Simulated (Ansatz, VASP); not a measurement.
## Al (Sigma13 (111) twist boundary in Al) in two plane-wave programs

One calculation is typed for both programs; each brings its own data sets. How far apart do they land? The cell is taken from a series of runs on this material, whose earlier steps may have relaxed, scaled, displaced or heated it; both programs get it as it stands.

Main program and level: Ansatz 0.2.0; plane waves, with VASP 6.6.1 beside it; PBE.

### Step 1. Starting point

The cell holds 156 atoms: 156 Al. Its edges and angles: a = 10.326 Å, b = 10.326 Å, c = 28.816 Å, α = 90.0°, β = 90.0°, γ = 60.0°. It derives from Al (fcc). As first built, before any earlier steps moved the atoms or strained the cell (in the runner's words): fcc Al (a = 4.05 A); two grains turned against each other by 27.80 deg about [111]; 1 x 1 coincidence cells, 2 lattice periods a grain, two boundaries a cell, upper grain shifted by [0.305, 0.576] of the boundary cell and opened by 0.1 A, one atom of each pair nearer than 1.575 A removed; minimised with a classical potential (cell length normal to the plane free). The structure's axis is c.

### Step 2. Ansatz: single point, PBE

Ansatz runs on its default PAW (the set named soft_2) files.

A single point takes one fixed geometry, so differences don't come from the geometry; what else differs is listed under the comparison.

input.yaml

```yaml
crystal:
  lattice:
    - [10.32551, 0.0, 0.0]
    - [5.16276, 8.94216, 0.0]
    - [0.0, 0.0, 28.81626]
  atoms:
    - { symbol: Al, position: [0.24691, 0.67749, 0.99088] }
    - { symbol: Al, position: [0.4763, 0.36637, 0.99022] }
    - { symbol: Al, position: [0.4279, 0.54472, 0.07368] }
    - { symbol: Al, position: [0.71285, 0.05999, 0.99249] }
    - { symbol: Al, position: [0.65907, 0.23844, 0.07347] }
    - { symbol: Al, position: [0.83862, 0.10893, 0.15599] }
    - { symbol: Al, position: [0.93884, 0.7479, 0.99092] }
    - { symbol: Al, position: [0.89064, 0.92889, 0.07368] }
    - { symbol: Al, position: [0.17657, 0.43987, 0.9909] }
    - { symbol: Al, position: [0.12078, 0.62174, 0.07316] }
    - { symbol: Al, position: [0.0695, 0.80107, 0.15597] }
    - { symbol: Al, position: [0.40272, 0.13286, 0.99057] }
    - { symbol: Al, position: [0.35197, 0.31351, 0.07401] }
    - { symbol: Al, position: [0.30011, 0.49368, 0.15597] }
    - { symbol: Al, position: [0.24883, 0.67302, 0.23842] }
    - { symbol: Al, position: [0.58226, 0.00643, 0.07354] }
    - { symbol: Al, position: [0.53126, 0.18578, 0.15596] }
    - { symbol: Al, position: [0.47982, 0.36522, 0.23836] }
    - { symbol: Al, position: [0.429, 0.54469, 0.32037] }
    - { symbol: Al, position: [0.71029, 0.0577, 0.23843] }
    - { symbol: Al, position: [0.6593, 0.23704, 0.32084] }
    - { symbol: Al, position: [0.83884, 0.11051, 0.40383] }
    - { symbol: Al, position: [0.63199, 0.82862, 0.99055] }
    - { symbol: Al, position: [0.8654, 0.52155, 0.99022] }
    - { symbol: Al, position: [0.81255, 0.69877, 0.07402] }
    - { symbol: Al, position: [0.76173, 0.87826, 0.15603] }
    - { symbol: Al, position: [0.09045, 0.21393, 0.99248] }
    - { symbol: Al, position: [0.04376, 0.39163, 0.07368] }
    - { symbol: Al, position: [0.99272, 0.57046, 0.15597] }
    - { symbol: Al, position: [0.94145, 0.74979, 0.23842] }
[... 120 atom lines left out ...]
    - { symbol: Al, position: [0.99496, 0.80281, 0.90348] }
    - { symbol: Al, position: [0.15135, 0.18266, 0.90189] }
    - { symbol: Al, position: [0.71056, 0.59545, 0.73843] }
    - { symbol: Al, position: [0.58274, 0.77593, 0.82092] }
    - { symbol: Al, position: [0.45434, 0.95435, 0.90635] }
    - { symbol: Al, position: [0.76549, 0.7211, 0.90416] }
kpoints:
  mp_grid: { grid: [2, 2, 1] }
hamiltonian:
  xc: pbe
scf:
  occupations: { method: fermi_dirac, width: 0.1 }
output:
  forces: true
  stress: true
  populations: intrinsic
  dos:
    method: { smearing: { sigma: 0.1 } }
    de: 0.1
    projected:
      site_lists:
        Al: [Al]
        lower_grain: [0, 1, 2, 3, 4, 5, 6, 7, 8, 9, 10, 11, 12, 13, 14, 15, 16, 17, 18, 19, 20, 21, 22, 23, 24, 25, 26, 27, 28, 29, 30, 31, 32, 33, 34, 35, 36, 37, 38, 39, 40, 41, 42, 43, 44, 45, 46, 47, 48, 49, 50, 51, 52, 53, 54, 55, 56, 57, 58, 59, 60, 61, 62, 63, 64, 65, 66, 67, 68, 69, 70, 71, 72, 73, 74, 75, 76, 77]
        upper_grain: [78, 79, 80, 81, 82, 83, 84, 85, 86, 87, 88, 89, 90, 91, 92, 93, 94, 95, 96, 97, 98, 99, 100, 101, 102, 103, 104, 105, 106, 107, 108, 109, 110, 111, 112, 113, 114, 115, 116, 117, 118, 119, 120, 121, 122, 123, 124, 125, 126, 127, 128, 129, 130, 131, 132, 133, 134, 135, 136, 137, 138, 139, 140, 141, 142, 143, 144, 145, 146, 147, 148, 149, 150, 151, 152, 153, 154, 155]
  eigenvalues: true
  write_density: true
  write_potential: true
  volumetric_format: npy
```

Launch:

```console
$ ansatz run input.yaml --threads 4 --pin off --max-ram 8192MiB --backend cpu --events-out ev --progress --plain --runs-dir out
```

Numbers of over 12 decimals in the logs are rounded to 6 here.

Log:

```text
Engine: ansatz 0.2.0, aarch64-unknown-linux-gnu
Pseudopotentials: kind: paw
Pseudopotential: Al, paw, valence charge 3, recommended cutoff 420 eV (normal), Al.paw.azcp
Functional definition: PBE
  parameter kappa = 0.804
  parameter beta = 0.066725
  exchange = pbe_x(kappa = kappa, mu = beta*pi^2/3)
  correlation = pbe_c(beta = beta)
Crystal: 156 atoms, lattice volume = 2660.673 Å³
Basis set: ecut = 420 eV, 52081 PW (Γ), exchange–correlation on 144×144×400 points (8 copies of the dense FFT grid, shifted against one another)
Bands: 390, of which v1, the nominal top of the filled ones, is band 234 counted from 1 (233 counted from 0)
Symmetry: 1 space group operations
Space group: P1 (ITA 1), of the structure as read, at distance tolerance 1.4e-4 Å
k-points: 4
Non-local potential: Al, projectors of the file, l = 0: 2, l = 1: 2, l = 2: 1
PAW form: soft (Blöchl's): semilocal exchange-correlation on the pseudo side does not see the compensation charge
PAW one-centre angular grid: Al, 110 points (default); XC on 64 Gauss nodes
Initial density: superposition of atomic densities (neutral atoms: chi_scale 0, normalization atom), corrected by the library's trained network
Initial wavefunctions: pseudopotential atomic-orbital guess
Functional: x = pbe(κ = 0.804, μ = 0.219515), c = pbe(β = 0.066725)
SCF iter   1: F=—  HF=-83852.605541 eV  |F-HF|=—  |Δ(HF+E_count)|=         —  Δρ=1.08e-3  dr2=7.14e-1  ethr=1.77e-3  ⟨swp⟩=6.5  Hψ=7993  notcnv=0  defer=46
preconditioner: auto → Kerker (q_TF=auto, 2.042 Å⁻¹)  [metal: Δε(μ)=0.018 eV  Ē_g=6.567 eV  σ=0.100 eV  W_gap=0.04  n_scr=372 (ndim 8)  ℏωp=15.6 eV  f_vac=0.000  D(μ)=45.67/eV (n_scr^D=226)]
SCF iter   2: F=—  HF=-83852.591741 eV  |F-HF|=—  |Δ(HF+E_count)|=   1.38e-2  Δρ=6.16e-4  dr2=1.95e-1  ethr=1.53e-4  ⟨swp⟩=1.0  Hψ=1796  notcnv=0  defer=66
SCF iter   3: F=—  HF=-83852.583111 eV  |F-HF|=—  |Δ(HF+E_count)|=   8.63e-3  Δρ=9.04e-5  dr2=7.09e-4  ethr=4.16e-5  ⟨swp⟩=1.0  Hψ=1405  notcnv=0  defer=66
SCF iter   4: F=—  HF=-83852.583014 eV  |F-HF|=—  |Δ(HF+E_count)|=   9.72e-5  Δρ=2.09e-5  dr2=1.42e-5  ethr=1.51e-7  ⟨swp⟩=2.0  Hψ=1615  notcnv=0  defer=66
SCF iter   5: F=—  HF=-83852.583015 eV  |F-HF|=—  |Δ(HF+E_count)|=   1.39e-6  Δρ=5.27e-6  dr2=2.76e-6  ethr=3.03e-9  ⟨swp⟩=2.0  Hψ=2430  notcnv=0  defer=66
SCF iter   6: F=-83852.583015 eV  HF=-83852.583015 eV  |F-HF|=1.42e-8  |Δ(HF+E_count)|=   1.30e-7  Δρ=9.35e-7  dr2=3.22e-8  ethr=2.14e-11  ⟨swp⟩=15.0  Hψ=10968  notcnv=0
SCF 1 converged in 6 iterations: F = -83852.583015 eV  dr2 = 3.22e-8
  greatest PAW one-centre occupation: 0.461 electrons in one spin orbital (limit 2), on the Al atom at site 42 (counted from 0), in its partial waves of l = 0
SCF converged after 6 iterations
Free energy (F): -83852.583015 eV
Harris-Foulkes:  -83852.583015 eV  (|F-HF|=1.42e-8)
Internal energy: -83851.055254 eV  (E = F + TS)
E sigma→0 (E₀):  -83851.819134 eV
Entropy (-TS):   -1.527761 eV (-9.793 meV/atom)
Fermi energy:    7.656494 eV
--- Per-component energies (eV) ---
  E_band       = 1523.087019
  E_kinetic    = 3473.540462
  E_local      = 1422.393005  (includes V_loc(G=0)·N_el)
  E_nonlocal   = 1614.378585
  E_hartree    = 27.392959
  E_xc         = -6166.919553
  E_vxc        = -4475.607146  (∫ρ·V_xc dr)
  E_paw        = -72898.758491  (= ΣΔE_a)
  E_vpaw       = -566.404180  (= ΣTr[D̂ρ^β])
  E_aug_tail   = -0.000339  (compensation charges beyond the density's cutoff)
  E_ewald      = -11323.081881
  E_smearing   = -1.527761  (= −TS)
  E_closure    = 0.000000  (closes the sum)
  Σ components = -83852.583015   (vs F -83852.583015, Δ=0.00e0)
--- Forces (eV/Å), atoms counted from 1 ---
  atom   1  Al    -0.00105016     0.01816569     0.06752367
  atom   2  Al     0.01421987    -0.01933529    -0.03363067
  atom   3  Al     0.01861519     0.00337543    -0.05704836
  atom   4  Al    -0.02275933    -0.00776666     0.17079083
  atom   5  Al    -0.01186995    -0.01647080    -0.06221151
  atom   6  Al    -0.00795815     0.00673139     0.03388098
  atom   7  Al    -0.01518248    -0.01035556     0.07188460
  atom   8  Al    -0.01194390     0.01362236    -0.05676046
  atom   9  Al     0.01583559    -0.00778751     0.07054337
  atom  10  Al    -0.00016450     0.00020987    -0.04536909
  atom  11  Al     0.01284735     0.00250105     0.03729982
  atom  12  Al    -0.00802164     0.02039938     0.00406030
  atom  13  Al    -0.00270095     0.00728210    -0.06328460
  atom  14  Al    -0.00458606    -0.01204391     0.03746726
  atom  15  Al     0.00850201    -0.01012093    -0.03779169
  atom  16  Al     0.01441265    -0.00004461    -0.05532710
  atom  17  Al    -0.00336450     0.00197873     0.02845560
  atom  18  Al    -0.00001044     0.00875988    -0.02451859
  atom  19  Al    -0.00741124     0.00158728     0.06358674
  atom  20  Al     0.00372060    -0.00215338    -0.02890789
  atom  21  Al    -0.01478170     0.00040984     0.05596275
[...]
k-point 3: bands = [... 230 lower, 7.4905, 7.4928, 7.5097, 7.5111, 7.6161, 7.6262, 7.6381, 7.6397, ... 152 higher]
--- intrinsic populations: 156 sites ---
  site symbol       q [e]
     0     Al      3.0112
     1     Al      2.9967
     2     Al      2.9912
     3     Al      3.0330
     4     Al      2.9906
     5     Al      3.0015
     6     Al      3.0117
     7     Al      2.9912
     8     Al      3.0116
     9     Al      2.9961
    10     Al      3.0000
    11     Al      2.9997
    12     Al      2.9875
    13     Al      3.0000
    14     Al      3.0000
    15     Al      2.9911
    16     Al      2.9967
    17     Al      3.0005
    18     Al      2.9875
    19     Al      2.9967
    20     Al      2.9911
    21     Al      2.9995
    22     Al      2.9995
    23     Al      2.9965
[...]
148     Al      3.0329
   149     Al      2.9961
   150     Al      3.0117
   151     Al      3.0331
   152     Al      2.9968
   153     Al      2.9907
   154     Al      2.9995
   155     Al      2.9966
  spilling = 0.000000 (of n_electrons = 468.000000)
```

In the SCF lines HF is the Harris–Foulkes energy and dr2 the Hartree energy of the density residual, in eV; the loop may stop once dr2 is under the threshold and the program's other checks hold. Hψ counts applications of the Hamiltonian.

### Step 3. VASP: single point, PBE

The same cell, functional, mesh and smearing now go to VASP, with its own data sets.

Lines of VASP's logs that name or quote its potential files are left out, and so is its time.

INCAR

```
SYSTEM = Al
PREC = Accurate
ENCUT = 500
EDIFF = 1E-06
NELM = 120
ISMEAR = -1
SIGMA = 0.1
LREAL = Auto
ALGO = Normal
GGA = PE
NBANDS = 343
LORBIT = 11
LWAVE = .FALSE.
LCHARG = .FALSE.
ISIF = 2
LASPH = .TRUE.
GGA_COMPAT = .FALSE.
```

POSCAR

```
Al
1.0
   10.3255100000      0.0000000000      0.0000000000
    5.1627600000      8.9421600000      0.0000000000
    0.0000000000      0.0000000000     28.8162600000
Al
156
Direct
    0.2469100000      0.6774900000      0.9908800000
    0.4763000000      0.3663700000      0.9902200000
    0.4279000000      0.5447200000      0.0736800000
    0.7128500000      0.0599900000      0.9924900000
    0.6590700000      0.2384400000      0.0734700000
    0.8386200000      0.1089300000      0.1559900000
    0.9388400000      0.7479000000      0.9909200000
    0.8906400000      0.9288900000      0.0736800000
    0.1765700000      0.4398700000      0.9909000000
    0.1207800000      0.6217400000      0.0731600000
    0.0695000000      0.8010700000      0.1559700000
    0.4027200000      0.1328600000      0.9905700000
    0.3519700000      0.3135100000      0.0740100000
    0.3001100000      0.4936800000      0.1559700000
    0.2488300000      0.6730200000      0.2384200000
    0.5822600000      0.0064300000      0.0735400000
    0.5312600000      0.1857800000      0.1559600000
    0.4798200000      0.3652200000      0.2383600000
    0.4290000000      0.5446900000      0.3203700000
    0.7102900000      0.0577000000      0.2384300000
    0.6593000000      0.2370400000      0.3208400000
    0.8388400000      0.1105100000      0.4038300000
    0.6319900000      0.8286200000      0.9905500000
    0.8654000000      0.5215500000      0.9902200000
    0.8125500000      0.6987700000      0.0740200000
    0.7617300000      0.8782600000      0.1560300000
    0.0904500000      0.2139300000      0.9924800000
    0.0437600000      0.3916300000      0.0736800000
    0.9927200000      0.5704600000      0.1559700000
    0.9414500000      0.7497900000      0.2384200000
[... 120 atom lines left out ...]
    0.9949600000      0.8028100000      0.9034800000
    0.1513500000      0.1826600000      0.9018900000
    0.7105600000      0.5954500000      0.7384300000
    0.5827400000      0.7759300000      0.8209200000
    0.4543400000      0.9543500000      0.9063500000
    0.7654900000      0.7211000000      0.9041600000
```

KPOINTS

```
Automatic mesh
0
Gamma
2 2 1
0 0 0
```

Potentials, in the order of the species: Al (PBE family, release 64).

Launch:

```console
$ export OMP_NUM_THREADS=4
$ mpirun -np 1 vasp_std
```

Log:

```text
[banner, memory and clock lines left out]
running    1 mpi-ranks, on    1 nodes
[...]
Offloading initialized ...    1 GPUs detected
[...]
LDA part: xc-table for (Slater+PW92), standard interpolation
 POSCAR, INCAR and KPOINTS ok, starting setup
[...]
entering main loop
       N       E                     dE             d eps       ncg     rms          rms(c)
DAV:   1     0.597422353934E+03    0.59742E+03   -0.15906E+05  2744   0.107E+03
DAV:   2    -0.516924223427E+03   -0.11143E+04   -0.10373E+04  3196   0.141E+02
DAV:   3    -0.588283943614E+03   -0.71360E+02   -0.67941E+02  3392   0.283E+01
DAV:   4    -0.589928525766E+03   -0.16446E+01   -0.16200E+01  3232   0.443E+00
[...]
DAV:  20    -0.586581495811E+03   -0.49938E-05   -0.22260E-06  2408   0.241E-03    0.235E-02
DAV:  21    -0.586581491906E+03    0.39048E-05   -0.12758E-06  1776   0.175E-03    0.125E-02
DAV:  22    -0.586581492469E+03   -0.56278E-06   -0.25903E-07  1552   0.679E-04
   1 F= -.58658149E+03 E0= -.58581854E+03  d E =-.152590E+01
```

Parts of OUTCAR (step 3):

```text
  FREE ENERGIE OF THE ION-ELECTRON SYSTEM (eV)
  ---------------------------------------------------
  free  energy   TOTEN  =      -586.5814924687 eV

  energy  without entropy=     -585.0555900720  energy(sigma->0) =     -585.81854127
```

The run ends at a pressure of -1.60 GPa, with forces up to 0.18 eV/Å.

### Step 4. Differences

Known differences besides the potentials themselves: the cutoff is 420 eV in Ansatz and 500 eV in VASP (PREC = Accurate, projectors in real space). Total energies have different zeros and are not compared.

The two programs side by side:

```
      quantity  Ansatz   VASP  difference
pressure (GPa)   -1.56  -1.60       +0.04
```

Forces on 10 of the 156 atoms, those with the largest forces and the largest differences (eV/Å; atoms numbered as in POSCAR):

```
 atom         Ansatz x, y, z           VASP x, y, z
  Al4  -0.023, -0.008, 0.171  -0.022, -0.006, 0.177
 Al27   0.018, -0.016, 0.172   0.019, -0.018, 0.176
 Al41   0.023, 0.008, -0.173   0.025, 0.007, -0.170
 Al42  -0.014, -0.017, 0.003  -0.007, -0.014, 0.003
 Al43    0.005, 0.024, 0.171    0.003, 0.025, 0.173
 Al82   0.023, -0.007, 0.172   0.026, -0.009, 0.174
 Al85  -0.022, -0.004, 0.003   -0.014, 0.000, 0.003
 Al88  -0.018, -0.015, 0.172  -0.018, -0.017, 0.176
Al123   0.000, 0.000, -0.046  -0.003, 0.000, -0.053
Al137   -0.005, 0.024, 0.170   -0.005, 0.028, 0.174
```

The forces differ by 2.4 meV/Å r.m.s., which is 6.0 % of the r.m.s. force of 0.039 eV/Å (both taken over all components).

### Step 5. Results

```yaml
r_m_s_force_difference_single_point_pbe: 2.4 meV/Å
```

What this shows: The r.m.s. force difference is 2.4 meV/Å (single point, PBE), within the 12 meV/Å picked in this series as the mark of a large difference. How closely two codes agree says nothing of how well the functional describes the real material.

[Lines on the potential files, build, host, timing and source positions are cut from VASP's logs without a mark.]

[Logs are printed without paths, hosts, clocks, repeated set-up lines and the standing remarks that a program may print on its own settings, such as how far it seeks lower states.]

[Hosts, paths, dates, database ids (printed as entryN), source tags and the programs' standing remarks are cut or masked in the printed files.]
